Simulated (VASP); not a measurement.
VASP input:

### POSCAR
```
Ni3Fe
1
    3.5500000000     0.0000000000     0.0000000000
    0.0000000000     3.5500000000     0.0000000000
    0.0000000000     0.0000000000     3.5500000000
Fe Ni
1 3
Direct
  0.0000000000   0.0000000000   0.0000000000
  0.0000000000   0.5000000000   0.5000000000
  0.5000000000   0.0000000000   0.5000000000
  0.5000000000   0.5000000000   0.0000000000
```

INCAR:
```
SYSTEM = Ni3Fe
PREC = Accurate
ENCUT = 400
EDIFF = 1E-6
NELM = 100
ALGO = Normal
LREAL = .FALSE.
LASPH = .TRUE.
ISMEAR = 1
SIGMA = 0.1
GGA = PE
LMAXMIX = 4
ISPIN = 2
MAGMOM = 1.0 1.0 1.0 1.0 1.0 1.0
LORBIT = 10
LWAVE = .FALSE.
LCHARG = .FALSE.
ISIF = 2
```

File KPOINTS:
```
Automatic mesh
0
Gamma
7 7 7
0 0 0
```

POTCAR, in this order: Fe Ni (PBE.64 set). Program: vasp_std.

Problem. One choice in this input is risky. Which, and does it do harm here?

Solution. The risk: MAGMOM holds more values than there are atoms. Here it does no harm: the run (PBE GGA, plane waves, VASP's PBE PAW potentials (set 64)) converges to the same energy and pressure as with the safe setting.
File OSZICAR:
```
       N       E                     dE             d eps       ncg     rms          rms(c)
DAV:   1     0.217866504919E+03    0.21787E+03   -0.15132E+04  2072   0.180E+03
DAV:   2    -0.168254894395E+02   -0.23469E+03   -0.22684E+03  2040   0.345E+02
DAV:   3    -0.285344079026E+02   -0.11709E+02   -0.11065E+02  2094   0.106E+02
DAV:   4    -0.287192852140E+02   -0.18488E+00   -0.18346E+00  2152   0.135E+01
DAV:   5    -0.287243532544E+02   -0.50680E-02   -0.50671E-02  2706   0.189E+00    0.210E+01
DAV:   6    -0.267892145352E+02    0.19351E+01   -0.47496E+01  2025   0.102E+02    0.225E+01
DAV:   7    -0.307229126823E+02   -0.39337E+01   -0.45486E+01  2240   0.113E+02    0.358E+01
DAV:   8    -0.248188469968E+02    0.59041E+01   -0.80947E+00  2718   0.789E+01    0.623E+00
DAV:   9    -0.250463772410E+02   -0.22753E+00   -0.13295E+00  2398   0.175E+01    0.347E+00
DAV:  10    -0.250032811678E+02    0.43096E-01   -0.12171E-01  3010   0.623E+00    0.166E+00
DAV:  11    -0.250047484814E+02   -0.14673E-02   -0.10299E-01  2882   0.471E+00    0.173E+00
DAV:  12    -0.249971535508E+02    0.75949E-02   -0.21150E-02  2408   0.391E+00    0.409E-01
DAV:  13    -0.249974657303E+02   -0.31218E-03   -0.33389E-03  2758   0.653E-01    0.167E-01
DAV:  14    -0.249975656749E+02   -0.99945E-04   -0.35431E-04  2708   0.282E-01    0.806E-02
DAV:  15    -0.249975544628E+02    0.11212E-04   -0.76352E-05  2584   0.167E-01    0.315E-02
DAV:  16    -0.249975549969E+02   -0.53408E-06   -0.16530E-05  2542   0.965E-02    0.250E-02
DAV:  17    -0.249975538405E+02    0.11563E-05   -0.34935E-06  1365   0.486E-02    0.508E-03
DAV:  18    -0.249975536554E+02    0.18514E-06   -0.75074E-07  1063   0.108E-02
   1 F= -.24997554E+02 E0= -.24996925E+02  d E =-.188633E-02  mag=     4.9473
```

The compound is Ni3Fe in the L1_2 structure. The cell was not relaxed at this level.
